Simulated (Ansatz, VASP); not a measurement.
# Cross-check of SiGe between VASP and Ansatz, part 2 of 2

Aim: how closely do two programs agree when they are given the same cell, functional and k mesh? The cell is generated by rule, not measured, and may not be a known phase. The cell is taken from a series of runs on this material, whose earlier steps may have relaxed, scaled, displaced or heated it; both programs get it as it stands.

VASP 6.6.1 and Ansatz 0.2.0.

So far: The starting structure; VASP: zone-centre phonons, PBEsol.

The structure was built from a prototype and need not be the compound's stable phase.

## (3) Ansatz: zone-centre phonons, PBEsol

Level of this step: Ansatz beside VASP: Kohn-Sham DFT, plane waves, PBEsol (Ansatz).

Ansatz runs on its default PAW (the set named soft_2) files.

The same cell, functional, mesh and smearing now go to Ansatz, which takes its cutoff from its data sets.

Input file input.yaml:

```yaml
crystal:
  lattice:
    - [4.2200806046, -3.1855e-06, 0.0]
    - [-2.1100375436, 3.6546986023, 0.0]
    - [0.0, 0.0, 5.3603301693]
  atoms:
    - { symbol: Si, position: [0.3333333333, 0.6666666667, 0.25] }
    - { symbol: Si, position: [0.6666666667, 0.3333333333, 0.75] }
    - { symbol: Ge, position: [0.6666666667, 0.3333333333, 0.25] }
    - { symbol: Ge, position: [0.3333333333, 0.6666666667, 0.75] }
kpoints:
  mp_grid: { grid: [12, 12, 8] }
hamiltonian:
  xc: pbesol
scf:
  occupations: { method: methfessel_paxton, width: 0.15 }
output:
  eigenvalues: true
phonons:
  method: dfpt
```

Started as:

```
$ ansatz run input.yaml --threads 4 --pin off --max-ram 7168MiB --backend cpu --events-out ev --progress --plain --runs-dir out
```

Numbers of over 12 decimals in the logs are rounded to 6 here.

The log of the run:

```text
Engine: ansatz 0.2.0, aarch64-unknown-linux-gnu
Pseudopotentials: kind: paw
Pseudopotential: Si, paw, valence charge 4, recommended cutoff 420 eV (normal), Si.paw.azcp
Pseudopotential: Ge, paw, valence charge 14, recommended cutoff 420 eV (normal), Ge.paw.azcp
Functional definition: PBEsol
  exchange = pbesol_x
  correlation = pbesol_c
Crystal: 4 atoms, lattice volume = 82.673 Å³
Basis set: ecut = 420 eV, 1595 PW (Γ), exchange–correlation on 60×60×72 points (8 copies of the dense FFT grid, shifted against one another)
Bands: 22, of which v1, the nominal top of the filled ones, is band 18 counted from 1 (17 counted from 0)
Symmetry: 24 space group operations
k-points: 320 of 1152 (irreducible under 2 space group operations, time reversal used)
Non-local potential: Si, projectors of the file, l = 0: 2, l = 1: 2, l = 2: 2
Non-local potential: Ge, projectors of the file, l = 0: 2, l = 1: 2, l = 2: 3, l = 3: 1
PAW form: soft (Blöchl's): semilocal exchange-correlation on the pseudo side does not see the compensation charge
PAW frozen core: Si, regenerated for the run's functional, and the local potential with it (the file was generated under x = pbe(κ = 0.804, μ = 0.219515), c = pbe(β = 0.066725))
PAW frozen core: Ge, regenerated for the run's functional, and the local potential with it (the file was generated under x = pbe(κ = 0.804, μ = 0.219515), c = pbe(β = 0.066725))
PAW one-centre angular grid: Si, 110 points (default); XC on 64 Gauss nodes
PAW one-centre angular grid: Ge, 590 points (default); XC on 64 Gauss nodes
Initial density: superposition of atomic densities (neutral atoms: chi_scale 0, normalization atom), corrected by the library's trained network
Initial wavefunctions: pseudopotential atomic-orbital guess
Functional: x = pbesol(κ = 0.804, μ = 0.123457), c = pbesol(β = 0.046)
SCF iter   1: F=—  HF=-9748.615926 eV  |F-HF|=—  |Δ(HF+E_count)|=         —  Δρ=4.20e-3  dr2=1.78e-2  ethr=1.77e-3  ⟨swp⟩=5.3  Hψ=31984  notcnv=0
preconditioner: auto → LDOS  [metal: Δε(μ)=0.005 eV  Ē_g=18.322 eV  σ=0.150 eV  W_gap=0.03  n_scr=22 (ndim 8)  ℏωp=24.5 eV  f_vac=0.020  D(μ)=1.60/eV (n_scr^D=8)  β→1.0]
SCF iter   2: F=—  HF=-9748.608681 eV  |F-HF|=—  |Δ(HF+E_count)|=   7.25e-3  S|Δr|=    0.00e0  Δρ=1.22e-3  dr2=4.76e-4  ethr=4.94e-5  ⟨swp⟩=2.0  Hψ=12213  notcnv=0
SCF iter   3: F=—  HF=-9748.608965 eV  |F-HF|=—  |Δ(HF+E_count)|=   2.84e-4  S|Δr|=    0.00e0  Δρ=4.26e-4  dr2=8.26e-5  ethr=1.32e-6  ⟨swp⟩=2.0  Hψ=12806  notcnv=0
SCF iter   4: F=—  HF=-9748.608893 eV  |F-HF|=—  |Δ(HF+E_count)|=   7.15e-5  S|Δr|=    0.00e0  Δρ=1.36e-4  dr2=1.36e-5  ethr=2.29e-7  ⟨swp⟩=2.0  Hψ=12808  notcnv=0
SCF iter   5: F=—  HF=-9748.608884 eV  |F-HF|=—  |Δ(HF+E_count)|=   9.12e-6  S|Δr|=    0.00e0  Δρ=5.33e-5  dr2=2.23e-6  ethr=3.77e-8  ⟨swp⟩=2.4  Hψ=11301  notcnv=0
SCF iter   6: F=—  HF=-9748.608883 eV  |F-HF|=—  |Δ(HF+E_count)|=   8.27e-7  S|Δr|=    0.00e0  Δρ=1.15e-5  dr2=8.88e-8  ethr=6.19e-9  ⟨swp⟩=2.0  Hψ=12804  notcnv=0
SCF iter   7: F=—  HF=-9748.608883 eV  |F-HF|=—  |Δ(HF+E_count)|=   6.78e-8  S|Δr|=    0.00e0  Δρ=1.08e-6  dr2=8.21e-10  ethr=2.47e-10  ⟨swp⟩=2.0  Hψ=12806  notcnv=0
SCF iter   8: F=-9748.608883 eV  HF=-9748.608883 eV  |F-HF|=3.64e-12  |Δ(HF+E_count)|=  5.13e-10  S|Δr|=    0.00e0  Δρ=7.39e-8  dr2=3.13e-12  ethr=1.00e-12  ⟨swp⟩=4.8  Hψ=38656  notcnv=0
SCF 1 converged in 8 iterations: F = -9748.608883 eV  dr2 = 3.13e-12
  greatest PAW one-centre occupation: 0.998 electrons in one spin orbital (limit 2), on the Ge atom at site 3 (counted from 0), in its partial waves of l = 2
DFPT response loops at Γ: preconditioner auto → Kerker (q_TF=auto, 2.375 Å⁻¹) (partly filled bands, converged f_vac=0.017); β = 1.00, the filter's whole step (`scf.mixing.beta` (0.50) is not read by the response loops under this deck's `scf.mixing.preconditioner`; to damp them name `kerker` or `kerker_dos`, under which they read `scf.mixing.beta`, and type it under 1.00, their step now; both keys bind the ground state too); Broyden in place of MSR1
SCF converged after 8 iterations
Stability not checked: this state was not tested for a lower state beside it, because cold or Methfessel-Paxton smearing, or corrected tetrahedra, fill the levels in a way that the test cannot read (fill_not_monotonic; see scf.lower_state_search)
Free energy (F): -9748.608883 eV
Harris-Foulkes:  -9748.608883 eV  (|F-HF|=3.64e-12)
Internal energy: -9748.607985 eV  (E = F + TS)
E sigma→0 (E₀):  -9748.608659 eV
Entropy (-TS):   -0.000898 eV (-0.225 meV/atom)
Fermi energy:    7.611085 eV
--- Per-component energies (eV) ---
  E_band       = -295.542508
  E_kinetic    = 302.020486
  E_local      = -5257.874838  (includes V_loc(G=0)·N_el)
  E_nonlocal   = 890.670222
  E_hartree    = 2310.126932
  E_xc         = -259.341026
  E_vxc        = -223.044737  (∫ρ·V_xc dr)
  E_paw        = -4953.559053  (= ΣΔE_a)
  E_vpaw       = -627.568074  (= ΣTr[D̂ρ^β])
  E_aug_tail   = 0.000641  (compensation charges beyond the density's cutoff)
  E_ewald      = -2782.550343
  E_core_change = 1.898994  (= ΣΔE_core)
  E_smearing   = -0.000898  (= −TS)
  E_closure    = -0.000000  (closes the sum)
  Σ components = -9748.608883   (vs F -9748.608883, Δ=0.00e0)
--- Band table (eV; the first three rows and the last of 320) ---
  k-point 0: bands = [... 14 lower, 4.8881, 4.8881, 7.6339, 7.6339, 8.5742, 9.0999, 9.0999, 9.2331]
  k-point 1: bands = [... 14 lower, 4.9568, 4.9568, 7.4510, 7.4510, 7.7225, 9.1713, 9.1713, 10.2197]
  k-point 2: bands = [... 14 lower, 5.1606, 5.1606, 6.7509, 7.0021, 7.0021, 9.3851, 9.3851, 10.7426]
  k-point 319: bands = [... 14 lower, 3.7810, 3.7810, 8.3592, 8.3592, 9.3080, 9.3080, 11.2133, 11.2133]
--- Phonons (Γ-DFPT): 4 representative perturbations + reference, on 320 of 1152 k-points (Σ response iterations 12) ---
  k mesh reduced under 2 symmetry operations, with k and −k counted as one. Each operation leaves every solved perturbation unchanged. A smaller set is not used because it would not reduce the number of displacements times k-points to solve
  ASR residual: 2.169e-5 → 0.000e0 eV/Å²; symmetrization residual: 1.002e-4 eV/Å²
  ASR residual per site (eV/Å²): 1.37e-5 1.37e-5 2.17e-5 2.17e-5
  Γ frequencies (cm⁻¹): 0.00 0.00 0.00 60.80 60.99 60.99 80.13 80.65 350.26 350.26 370.33 370.33
  non-analytic LO–TO correction: not included (Born effective charges unavailable; polar crystals: no LO–TO splitting at Γ)
```

The column dr2 measures how far the density is from self-consistency, as an energy; F and HF (Harris–Foulkes) agree once it is small.

## (4) Side by side

Known differences besides the potentials themselves: the cutoff is 420 eV in Ansatz and 500 eV in VASP; Ansatz makes its cores anew for this functional, VASP keeps those of its PBE data sets. Total energies have different zeros and are not compared.

Zone-centre modes by rising frequency (cm⁻¹; imaginary ones negative):

```csv
program,modes
Ansatz,"0.0, 0.0, 0.0, 60.8, 61.0, 61.0, 80.1, 80.7, 350.3, 350.3, 370.3, 370.3"
VASP,"-2.0, -0.1, -0.1, 60.8, 60.8, 63.8, 78.7, 82.7, 349.8, 349.8, 370.1, 370.1"
```

The two lists differ in the order or number of single and degenerate modes, so they aren't paired one by one; the r.m.s. figure in the results sets the two lists side by side in order.

## (5) Summary of results

- r.m.s. difference of the optical zone-centre modes, each program's sorted by frequency (zone-centre phonons, PBEsol): 1.3 cm⁻¹

What this shows: The r.m.s. difference of the optical zone-centre modes, each program's sorted by frequency is 1.3 cm⁻¹ (zone-centre phonons, PBEsol). Such differences can come from data sets, numerical settings and the points named under the comparisons, not from the functional's error against experiment.

[Lines on the potential files, build, host, timing and source positions are cut from VASP's logs without a mark.]

[Logs are printed without paths, hosts, clocks, repeated set-up lines and the standing remarks that a program may print on its own settings, such as how far it seeks lower states.]

[Hosts, paths, dates, database ids (printed as entryN), source tags and the programs' standing remarks are cut or masked in the printed files.]
